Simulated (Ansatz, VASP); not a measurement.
# RbBi3: VASP beside Ansatz

```
CELL_PARAMETERS angstrom
6.86039 0.00000 0.00000
-3.43020 5.94128 0.00000
0.00000 0.00000 3.43703
ATOMIC_POSITIONS crystal
Rb 0.00000 0.00000 0.50000
Bi 0.50000 0.00000 0.00000
Bi 0.50000 0.50000 0.00000
Bi 0.00000 0.50000 0.00000
```

Alike in both runs: functional PBE; k mesh 12 × 12 × 14; occupations gaussian, width 0.1 eV; no spin polarisation.

Ansatz relaxed the structure, and its values are those at the end. VASP's run is a single point on that final structure, the one shown.

```csv
,VASP,Ansatz
version,VASP 6.6.1,Ansatz 0.2.0
potentials or method,"VASP PAW PBE potentials, release 64 (Rb_sv, Bi_d)","scalar-relativistic, plane waves, PAW"
plane-wave cutoff (eV),520,420
valence electrons in the cell,54,54
```

```csv
,VASP,Ansatz,Ansatz less VASP
gap on the k mesh at the Fermi level (eV),none,none,-
pressure (GPa),0.0,0.0,+0.02
```

A gap of «none» marks a metal or a gap that the smearing closes.

Caveats: spin-orbit coupling is left out, which moves the levels of the heavy elements.
